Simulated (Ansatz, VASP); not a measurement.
# H107C58N29O10: VASP beside Ansatz, part 2 of 2

Aim: how closely do two programs agree when they are given the same cell, functional and k mesh? The cell is taken from a series of runs on this material, whose earlier steps may have relaxed, scaled, displaced or heated it; both programs get it as it stands.

VASP 6.6.1 and Ansatz 0.2.0.

So far. Step 2 (VASP: single point, PBEsol): The run ends at a pressure of -0.05 GPa, with forces up to 6.9 eV/Å.

**3. Ansatz: single point, PBEsol**

Level of this step: Ansatz beside VASP: Kohn-Sham DFT, plane waves, PBEsol (Ansatz).

Ansatz runs on its default PAW (the set named soft_2) files.

The same cell, functional and mesh now go to Ansatz, which takes its cutoff from its data sets.

The input, input.yaml:

```yaml
crystal:
  lattice:
    - [14.39531, 0.0, 0.0]
    - [0.0, 14.39531, 0.0]
    - [0.0, 0.0, 14.39531]
  atoms:
    - { symbol: C, position: [0.14848, 0.0287, 0.98747] }
    - { symbol: C, position: [0.05302, 0.98608, 0.97382] }
    - { symbol: "N", position: [0.98574, 0.94587, 0.97139] }
    - { symbol: H, position: [0.17899, 0.05316, 0.92345] }
    - { symbol: H, position: [0.14303, 0.09478, 0.02947] }
    - { symbol: H, position: [0.1987, 0.97984, 0.01729] }
    - { symbol: C, position: [0.84572, 0.15298, 0.96691] }
    - { symbol: C, position: [0.76094, 0.21485, 0.96554] }
    - { symbol: "N", position: [0.69969, 0.2637, 0.94978] }
    - { symbol: H, position: [0.82626, 0.08134, 0.98907] }
    - { symbol: H, position: [0.88248, 0.15366, 0.90246] }
    - { symbol: H, position: [0.89156, 0.1842, 0.01893] }
    - { symbol: C, position: [0.37322, 0.82352, 0.66127] }
    - { symbol: C, position: [0.36792, 0.85472, 0.56403] }
    - { symbol: "N", position: [0.36254, 0.88486, 0.48834] }
    - { symbol: H, position: [0.4296, 0.77446, 0.65929] }
    - { symbol: H, position: [0.38845, 0.88412, 0.70397] }
    - { symbol: H, position: [0.31238, 0.79312, 0.6923] }
    - { symbol: C, position: [0.62956, 0.52041, 0.51382] }
    - { symbol: C, position: [0.62263, 0.60736, 0.57049] }
    - { symbol: "N", position: [0.61769, 0.67659, 0.61161] }
    - { symbol: H, position: [0.64523, 0.45979, 0.55885] }
    - { symbol: H, position: [0.56504, 0.496, 0.4759] }
    - { symbol: H, position: [0.68269, 0.52569, 0.46089] }
    - { symbol: C, position: [0.56365, 0.4825, 0.13598] }
    - { symbol: C, position: [0.62906, 0.52733, 0.1992] }
    - { symbol: "N", position: [0.69159, 0.5521, 0.24122] }
    - { symbol: H, position: [0.53572, 0.51983, 0.07506] }
    - { symbol: H, position: [0.59453, 0.41983, 0.10105] }
    - { symbol: H, position: [0.50294, 0.45331, 0.16759] }
    - { symbol: C, position: [0.7155, 0.83314, 0.02107] }
    - { symbol: C, position: [0.67514, 0.92543, 0.01919] }
    - { symbol: "N", position: [0.65331, 0.00391, 0.02898] }
    - { symbol: H, position: [0.79216, 0.83755, 0.01888] }
    - { symbol: H, position: [0.69911, 0.80116, 0.08654] }
    - { symbol: H, position: [0.68729, 0.79018, 0.96564] }
    - { symbol: C, position: [0.61022, 0.13991, 0.56868] }
    - { symbol: C, position: [0.59604, 0.21943, 0.62843] }
    - { symbol: "N", position: [0.5653, 0.27618, 0.67538] }
    - { symbol: H, position: [0.54295, 0.09756, 0.57335] }
    - { symbol: H, position: [0.62009, 0.16066, 0.49533] }
    - { symbol: H, position: [0.66571, 0.10183, 0.59424] }
    - { symbol: C, position: [0.75514, 0.84097, 0.48245] }
    - { symbol: C, position: [0.85224, 0.84258, 0.44908] }
    - { symbol: "N", position: [0.92911, 0.8458, 0.43499] }
    - { symbol: H, position: [0.75716, 0.79405, 0.54173] }
    - { symbol: H, position: [0.72263, 0.90663, 0.50187] }
    - { symbol: H, position: [0.71118, 0.80391, 0.43284] }
    - { symbol: C, position: [0.95591, 0.04205, 0.70042] }
    - { symbol: C, position: [0.8689, 0.09209, 0.71987] }
    - { symbol: "N", position: [0.79917, 0.127, 0.73896] }
    - { symbol: H, position: [0.01143, 0.08699, 0.73364] }
    - { symbol: H, position: [0.9571, 0.96708, 0.72553] }
    - { symbol: H, position: [0.97873, 0.04095, 0.62834] }
    - { symbol: C, position: [0.40343, 0.18975, 0.85687] }
    - { symbol: C, position: [0.37456, 0.09406, 0.85667] }
    - { symbol: "N", position: [0.34492, 0.01955, 0.85091] }
    - { symbol: H, position: [0.45973, 0.20157, 0.80925] }
    - { symbol: H, position: [0.34851, 0.23628, 0.83311] }
    - { symbol: H, position: [0.42553, 0.20701, 0.92662] }
    - { symbol: C, position: [0.41172, 0.98296, 0.09225] }
    - { symbol: C, position: [0.3788, 0.07822, 0.11043] }
    - { symbol: "N", position: [0.35654, 0.1485, 0.13758] }
    - { symbol: H, position: [0.45145, 0.98848, 0.02942] }
    - { symbol: H, position: [0.4622, 0.95585, 0.14725] }
    - { symbol: H, position: [0.35644, 0.93546, 0.09336] }
    - { symbol: C, position: [0.07556, 0.30695, 0.69743] }
    - { symbol: C, position: [0.119, 0.27109, 0.78122] }
    - { symbol: "N", position: [0.1529, 0.25282, 0.85165] }
    - { symbol: H, position: [0.11677, 0.29835, 0.63296] }
    - { symbol: H, position: [0.01325, 0.27068, 0.67861] }
    - { symbol: H, position: [0.06987, 0.38216, 0.70534] }
    - { symbol: C, position: [0.51739, 0.79812, 0.31408] }
    - { symbol: C, position: [0.55955, 0.8863, 0.34305] }
    - { symbol: "N", position: [0.58209, 0.96314, 0.36086] }
    - { symbol: H, position: [0.55891, 0.76006, 0.26432] }
    - { symbol: H, position: [0.49802, 0.75768, 0.37431] }
    - { symbol: H, position: [0.45074, 0.81387, 0.28378] }
    - { symbol: C, position: [0.37344, 0.56928, 0.88616] }
    - { symbol: C, position: [0.34816, 0.58498, 0.78796] }
    - { symbol: "N", position: [0.33058, 0.60122, 0.70953] }
    - { symbol: H, position: [0.32934, 0.5201, 0.92279] }
    - { symbol: H, position: [0.44401, 0.54428, 0.89729] }
    - { symbol: H, position: [0.37521, 0.63878, 0.92449] }
    - { symbol: C, position: [0.34208, 0.1083, 0.62031] }
    - { symbol: C, position: [0.24703, 0.07363, 0.6226] }
    - { symbol: "N", position: [0.17051, 0.04948, 0.61908] }
    - { symbol: H, position: [0.39752, 0.05483, 0.61865] }
    - { symbol: H, position: [0.34661, 0.146, 0.55195] }
    - { symbol: H, position: [0.36358, 0.15273, 0.67965] }
    - { symbol: C, position: [0.17202, 0.33599, 0.16608] }
    - { symbol: C, position: [0.25208, 0.38253, 0.1288] }
    - { symbol: "N", position: [0.3186, 0.41882, 0.09905] }
    - { symbol: H, position: [0.17331, 0.32834, 0.24306] }
    - { symbol: H, position: [0.11304, 0.37652, 0.13973] }
    - { symbol: H, position: [0.17722, 0.26824, 0.13558] }
    - { symbol: C, position: [0.0831, 0.18946, 0.41747] }
    - { symbol: C, position: [0.98524, 0.17569, 0.43846] }
    - { symbol: "N", position: [0.90677, 0.17157, 0.45076] }
    - { symbol: H, position: [0.09508, 0.20834, 0.34444] }
    - { symbol: H, position: [0.11592, 0.24961, 0.45669] }
    - { symbol: H, position: [0.11904, 0.12297, 0.42938] }
    - { symbol: C, position: [0.88035, 0.7041, 0.17485] }
    - { symbol: C, position: [0.87361, 0.66228, 0.07904] }
    - { symbol: "N", position: [0.85632, 0.63474, 0.00561] }
    - { symbol: H, position: [0.8095, 0.71974, 0.20159] }
    - { symbol: H, position: [0.90768, 0.65755, 0.22824] }
    - { symbol: H, position: [0.90806, 0.7729, 0.16721] }
    - { symbol: C, position: [0.2434, 0.58833, 0.43054] }
    - { symbol: C, position: [0.318, 0.59948, 0.35935] }
    - { symbol: "N", position: [0.37647, 0.60802, 0.30391] }
    - { symbol: H, position: [0.2665, 0.60525, 0.50089] }
    - { symbol: H, position: [0.18655, 0.63783, 0.42076] }
    - { symbol: H, position: [0.21547, 0.5179, 0.43502] }
    - { symbol: C, position: [0.67078, 0.53665, 0.78228] }
    - { symbol: C, position: [0.62916, 0.60055, 0.85546] }
    - { symbol: "N", position: [0.60768, 0.66116, 0.9062] }
    - { symbol: H, position: [0.72288, 0.56578, 0.7358] }
    - { symbol: H, position: [0.70489, 0.47948, 0.81869] }
    - { symbol: H, position: [0.61276, 0.51541, 0.74162] }
    - { symbol: C, position: [0.89232, 0.38263, 0.29549] }
    - { symbol: C, position: [0.88254, 0.30979, 0.22316] }
    - { symbol: "N", position: [0.87706, 0.25261, 0.1653] }
    - { symbol: H, position: [0.83247, 0.43427, 0.28379] }
    - { symbol: H, position: [0.89992, 0.35655, 0.36362] }
    - { symbol: H, position: [0.96033, 0.42106, 0.28735] }
    - { symbol: C, position: [0.68459, 0.85578, 0.7388] }
    - { symbol: C, position: [0.6067, 0.89493, 0.68502] }
    - { symbol: "N", position: [0.55485, 0.9354, 0.64268] }
    - { symbol: H, position: [0.6562, 0.81062, 0.79706] }
    - { symbol: H, position: [0.73045, 0.8171, 0.69619] }
    - { symbol: H, position: [0.72984, 0.90902, 0.77045] }
    - { symbol: C, position: [0.15292, 0.7207, 0.04942] }
    - { symbol: C, position: [0.12063, 0.6509, 0.1119] }
    - { symbol: "N", position: [0.08588, 0.58999, 0.15496] }
    - { symbol: H, position: [0.12344, 0.78765, 0.07542] }
    - { symbol: H, position: [0.23071, 0.73094, 0.04424] }
    - { symbol: H, position: [0.12871, 0.71691, 0.97922] }
    - { symbol: C, position: [0.57894, 0.19198, 0.20732] }
    - { symbol: C, position: [0.64629, 0.23056, 0.27087] }
    - { symbol: "N", position: [0.69447, 0.25848, 0.32984] }
    - { symbol: H, position: [0.59613, 0.12134, 0.19789] }
    - { symbol: H, position: [0.50949, 0.20308, 0.23272] }
    - { symbol: H, position: [0.58502, 0.22807, 0.13731] }
    - { symbol: C, position: [0.97562, 0.43487, 0.98008] }
    - { symbol: C, position: [0.02382, 0.49942, 0.92026] }
    - { symbol: "N", position: [0.06131, 0.54487, 0.86532] }
    - { symbol: H, position: [0.00562, 0.41951, 0.04953] }
    - { symbol: H, position: [0.89979, 0.44381, 0.97945] }
    - { symbol: H, position: [0.98768, 0.36263, 0.94795] }
    - { symbol: C, position: [0.13838, 0.9106, 0.40496] }
    - { symbol: C, position: [0.1448, 0.84302, 0.32545] }
    - { symbol: "N", position: [0.1638, 0.79544, 0.26088] }
    - { symbol: H, position: [0.12734, 0.87807, 0.46963] }
    - { symbol: H, position: [0.20282, 0.95372, 0.41104] }
    - { symbol: H, position: [0.08907, 0.96364, 0.39141] }
    - { symbol: C, position: [0.96858, 0.5648, 0.52917] }
    - { symbol: C, position: [0.0049, 0.47482, 0.50395] }
    - { symbol: "N", position: [0.03918, 0.40269, 0.48284] }
    - { symbol: H, position: [0.8955, 0.55932, 0.5447] }
    - { symbol: H, position: [0.99353, 0.59565, 0.59031] }
    - { symbol: H, position: [0.9879, 0.61672, 0.4786] }
    - { symbol: C, position: [0.82191, 0.05793, 0.23763] }
    - { symbol: C, position: [0.79506, 0.96027, 0.23178] }
    - { symbol: "N", position: [0.77939, 0.88178, 0.23236] }
    - { symbol: H, position: [0.88995, 0.08078, 0.20744] }
    - { symbol: H, position: [0.77502, 0.09896, 0.20362] }
    - { symbol: H, position: [0.81763, 0.0718, 0.30679] }
    - { symbol: C, position: [0.97933, 0.77748, 0.80021] }
    - { symbol: C, position: [0.94513, 0.76843, 0.70162] }
    - { symbol: "N", position: [0.91134, 0.75874, 0.63019] }
    - { symbol: H, position: [0.05431, 0.76834, 0.80064] }
    - { symbol: H, position: [0.96012, 0.84276, 0.83036] }
    - { symbol: H, position: [0.95364, 0.72338, 0.83714] }
    - { symbol: O, position: [0.49195, 0.76022, 0.03015] }
    - { symbol: H, position: [0.54774, 0.73259, 0.99934] }
    - { symbol: H, position: [0.44998, 0.70934, 0.05197] }
    - { symbol: O, position: [0.12763, 0.72653, 0.56617] }
    - { symbol: H, position: [0.13874, 0.68884, 0.62345] }
    - { symbol: H, position: [0.06562, 0.75754, 0.57052] }
    - { symbol: O, position: [0.56134, 0.36428, 0.86094] }
    - { symbol: H, position: [0.5665, 0.31533, 0.81192] }
    - { symbol: H, position: [0.59581, 0.34392, 0.91771] }
    - { symbol: O, position: [0.14592, 0.60986, 0.71007] }
    - { symbol: H, position: [0.12126, 0.57803, 0.76667] }
    - { symbol: H, position: [0.21494, 0.60243, 0.70754] }
    - { symbol: O, position: [0.76843, 0.28588, 0.50175] }
    - { symbol: H, position: [0.81694, 0.23658, 0.49528] }
    - { symbol: H, position: [0.72675, 0.28479, 0.44618] }
    - { symbol: O, position: [0.40915, 0.03757, 0.36491] }
    - { symbol: H, position: [0.47688, 0.02621, 0.35447] }
    - { symbol: H, position: [0.37954, 0.97982, 0.38971] }
    - { symbol: O, position: [0.80936, 0.38637, 0.65815] }
    - { symbol: H, position: [0.80176, 0.33719, 0.70662] }
    - { symbol: H, position: [0.79722, 0.35912, 0.59542] }
    - { symbol: O, position: [0.40172, 0.6176, 0.12612] }
    - { symbol: H, position: [0.37018, 0.56426, 0.09472] }
    - { symbol: H, position: [0.39474, 0.61136, 0.19496] }
    - { symbol: O, position: [0.35523, 0.81706, 0.91631] }
    - { symbol: H, position: [0.38732, 0.86098, 0.87311] }
    - { symbol: H, position: [0.40102, 0.79215, 0.96223] }
    - { symbol: O, position: [0.27752, 0.16824, 0.32409] }
    - { symbol: H, position: [0.33132, 0.133, 0.35036] }
    - { symbol: H, position: [0.29089, 0.18507, 0.25803] }
kpoints:
  mp_grid: { grid: [1, 1, 1] }
hamiltonian:
  xc: pbesol
scf:
  occupations: { method: fixed }
output:
  forces: true
  stress: true
  populations: true
  dos:
    method: { smearing: { sigma: 0.15 } }
    de: 0.1
    projected: { site_lists: { C: [C], H: [H], "N": ["N"], O: [O] } }
  eigenvalues: true
  write_density: true
  write_potential: true
  volumetric_format: npy
```

Launch:

```console
$ ansatz run input.yaml --threads 8 --pin off --max-ram 15872MiB --backend cpu --events-out ev --progress --plain --runs-dir out
```

Numbers of over 12 decimals in the logs are rounded to 6 here.

The program printed:

```text
Engine: ansatz 0.2.0, aarch64-unknown-linux-gnu
Pseudopotentials: kind: paw
Pseudopotential: C, paw, valence charge 4, recommended cutoff 420 eV (normal), C.paw.azcp
Pseudopotential: N, paw, valence charge 5, recommended cutoff 420 eV (normal), N.paw.azcp
Pseudopotential: H, paw, valence charge 1, recommended cutoff 420 eV (normal), H.paw.azcp
Pseudopotential: O, paw, valence charge 6, recommended cutoff 420 eV (normal), O.paw.azcp
Functional definition: PBEsol
  exchange = pbesol_x
  correlation = pbesol_c
Crystal: 204 atoms, lattice volume = 2983.067 Å³
Basis set: ecut = 420 eV, 58077 PW (Γ), exchange–correlation on 200×200×200 points (8 copies of the dense FFT grid, shifted against one another)
Bands: 476, of which v1, the nominal top of the filled ones, is band 272 counted from 1 (271 counted from 0)
Symmetry: 1 space group operations
Space group: P1 (ITA 1), of the structure as read, at distance tolerance 1.4e-4 Å
k-points: 1
Non-local potential: C, projectors of the file, l = 0: 2, l = 1: 2, l = 2: 1
Non-local potential: N, projectors of the file, l = 0: 2, l = 1: 2, l = 2: 1
Non-local potential: H, projectors of the file, l = 0: 2, l = 1: 1
Non-local potential: O, projectors of the file, l = 0: 2, l = 1: 2, l = 2: 1
PAW form: soft (Blöchl's): semilocal exchange-correlation on the pseudo side does not see the compensation charge
PAW frozen core: C, regenerated for the run's functional, and the local potential with it (the file was generated under x = pbe(κ = 0.804, μ = 0.219515), c = pbe(β = 0.066725))
PAW frozen core: N, regenerated for the run's functional, and the local potential with it (the file was generated under x = pbe(κ = 0.804, μ = 0.219515), c = pbe(β = 0.066725))
PAW frozen core: O, regenerated for the run's functional, and the local potential with it (the file was generated under x = pbe(κ = 0.804, μ = 0.219515), c = pbe(β = 0.066725))
PAW one-centre angular grid: C, 110 points (default); XC on 64 Gauss nodes
PAW one-centre angular grid: N, 110 points (default); XC on 64 Gauss nodes
PAW one-centre angular grid: H, 110 points (default); XC on 64 Gauss nodes
PAW one-centre angular grid: O, 110 points (default); XC on 64 Gauss nodes
Initial density: superposition of atomic densities (neutral atoms: chi_scale 0, normalization atom), corrected by the library's trained network
Initial wavefunctions: pseudopotential atomic-orbital guess
Functional: x = pbesol(κ = 0.804, μ = 0.123457), c = pbesol(β = 0.046)
SCF iter   1: F=—  HF=-32557.260075 eV  |F-HF|=—  |Δ(HF+E_count)|=         —  Δρ=4.40e-3  dr2=6.86e-1  ethr=1.77e-3  ⟨swp⟩=5.0  Hψ=1618  notcnv=0  defer=200
preconditioner: auto → Resta (q_TF=auto, 2.055 Å⁻¹)  ε∞=2.2  [insulator: Δε(μ)=4.398 eV  Ē_g=14.362 eV  n_scr=460 (ndim 8)  ℏωp=15.9 eV  f_vac=0.307  ε∞_Penn≈2.2]
SCF iter   2: F=—  HF=-32557.232951 eV  |F-HF|=—  |Δ(HF+E_count)|=   2.71e-2  Δρ=2.16e-3  dr2=1.66e-1  ethr=1.26e-4  ⟨swp⟩=2.0  Hψ=822  notcnv=0  defer=201
SCF iter   3: F=—  HF=-32557.249321 eV  |F-HF|=—  |Δ(HF+E_count)|=   1.64e-2  Δρ=1.16e-3  dr2=6.82e-2  ethr=3.05e-5  ⟨swp⟩=3.0  Hψ=550  notcnv=0  defer=202
SCF iter   4: F=—  HF=-32557.255896 eV  |F-HF|=—  |Δ(HF+E_count)|=   6.57e-3  Δρ=5.73e-4  dr2=1.39e-2  ethr=1.25e-5  ⟨swp⟩=4.0  Hψ=545  notcnv=0  defer=202
SCF iter   5: F=—  HF=-32557.255715 eV  |F-HF|=—  |Δ(HF+E_count)|=   1.81e-4  Δρ=2.16e-4  dr2=1.93e-3  ethr=2.56e-6  ⟨swp⟩=2.0  Hψ=822  notcnv=0  defer=201
SCF iter   6: F=—  HF=-32557.256101 eV  |F-HF|=—  |Δ(HF+E_count)|=   3.85e-4  Δρ=9.85e-5  dr2=3.59e-4  ethr=3.54e-7  ⟨swp⟩=2.0  Hψ=548  notcnv=0  defer=202
SCF iter   7: F=—  HF=-32557.256147 eV  |F-HF|=—  |Δ(HF+E_count)|=   4.63e-5  Δρ=5.78e-5  dr2=1.19e-4  ethr=6.59e-8  ⟨swp⟩=2.0  Hψ=538  notcnv=0  defer=202
SCF iter   8: F=—  HF=-32557.256169 eV  |F-HF|=—  |Δ(HF+E_count)|=   2.17e-5  Δρ=1.34e-5  dr2=6.76e-6  ethr=2.18e-8  ⟨swp⟩=2.0  Hψ=532  notcnv=0  defer=200
SCF iter   9: F=—  HF=-32557.253305 eV  |F-HF|=—  |Δ(HF+E_count)|=   2.86e-3  Δρ=8.58e-6  dr2=2.59e-6  ethr=1.24e-9  ⟨swp⟩=2.0  Hψ=548  notcnv=0  defer=200
SCF iter  10: F=—  HF=-32557.253305 eV  |F-HF|=—  |Δ(HF+E_count)|=   2.40e-7  Δρ=3.37e-6  dr2=4.60e-7  ethr=4.75e-10  ⟨swp⟩=2.0  Hψ=548  notcnv=0  defer=200
SCF iter  11: F=-32557.253305 eV  HF=-32557.253305 eV  |F-HF|=3.31e-8  |Δ(HF+E_count)|=   3.07e-8  Δρ=1.38e-6  dr2=6.87e-8  ethr=1.84e-11  ⟨swp⟩=23.0  Hψ=4760  notcnv=0
SCF 1 converged in 11 iterations: F = -32557.253305 eV  dr2 = 6.87e-8
  greatest PAW one-centre occupation: 0.863 electrons in one spin orbital (limit 2), on the O atom at site 174 (counted from 0), in its partial waves of l = 0
[...]
--- Löwdin populations: 204 sites ---
  site symbol       q [e]
     0      C      4.4973
     1      C      3.7759
     2      N      5.2085
     3      H      0.7355
     4      H      0.7629
     5      H      0.7506
     6      C      4.4982
     7      C      3.7463
     8      N      5.2026
     9      H      0.7553
    10      H      0.7567
    11      H      0.7560
    12      C      4.5059
    13      C      3.7405
    14      N      5.2302
    15      H      0.7356
    16      H      0.7555
    17      H      0.7364
    18      C      4.5078
    19      C      3.7815
    20      N      5.2140
    21      H      0.7434
    22      H      0.7518
    23      H      0.7382
[...]
196      H      0.6189
   197      H      0.6281
   198      O      6.7518
   199      H      0.6110
   200      H      0.6344
   201      O      6.7677
   202      H      0.6126
   203      H      0.6220
  spilling = 0.015339 (of n_electrons = 544.000000)
```

**4. Side by side**

Known differences besides the potentials themselves: fixed occupations in Ansatz, narrow Gaussian smearing in VASP; the cutoff is 420 eV in Ansatz and 600 eV in VASP (PREC = Accurate, projectors in real space); Ansatz makes its cores anew for this functional, VASP keeps those of its PBE data sets. Total energies have different zeros and are not compared.

Both answers:

| quantity | Ansatz | VASP | difference |
| --- | --- | --- | --- |
| pressure (GPa) | -0.23 | -0.05 | -0.18 |
| gap on the k mesh (eV) | 4.551 | 4.537 | +0.013 |

Forces on 7 of the 204 atoms, those with the largest forces and the largest differences (eV/Å; atoms numbered as in POSCAR):

| atom | Ansatz x, y, z | VASP x, y, z |
| --- | --- | --- |
| C2 | 5.671, 2.448, 0.754 | 6.233, 2.783, 0.777 |
| C16 | -5.207, 0.537, 1.438 | -5.861, 0.508, 1.560 |
| C22 | 1.495, -4.438, -0.165 | 1.673, -4.994, -0.380 |
| C44 | 4.274, -1.934, 2.811 | 4.715, -2.278, 3.170 |
| N59 | -3.624, -1.859, -0.363 | -4.187, -2.194, -0.385 |
| N66 | 4.216, 0.076, -1.104 | 4.873, 0.105, -1.225 |
| N80 | -3.129, 2.025, -2.275 | -3.574, 2.370, -2.636 |

The forces differ by 143 meV/Å r.m.s., which is 13.4 % of the r.m.s. force of 1.072 eV/Å (both taken over all components). A gap on the mesh is an upper bound, since the band edges may lie between its points.

**5. Results**

| Item | Value |
| --- | --- |
| r.m.s. force difference (single point, PBEsol) | 13 % of the r.m.s. force |

What this shows: The r.m.s. force difference is 13 % of the r.m.s. force (single point, PBEsol), beyond the 3 % picked in this series as the mark of a large difference. What causes the difference of the single point, PBEsol pair stays open here. Such differences can come from data sets, numerical settings and the points named under the comparisons, not from the functional's error against experiment.

[Lines on the potential files, build, host, timing and source positions are cut from VASP's logs without a mark.]

[Logs are printed without paths, hosts, clocks, repeated set-up lines and the standing remarks that a program may print on its own settings, such as how far it seeks lower states.]

[Hosts, paths, dates, database ids (printed as entryN), source tags and the programs' standing remarks are cut or masked in the printed files.]
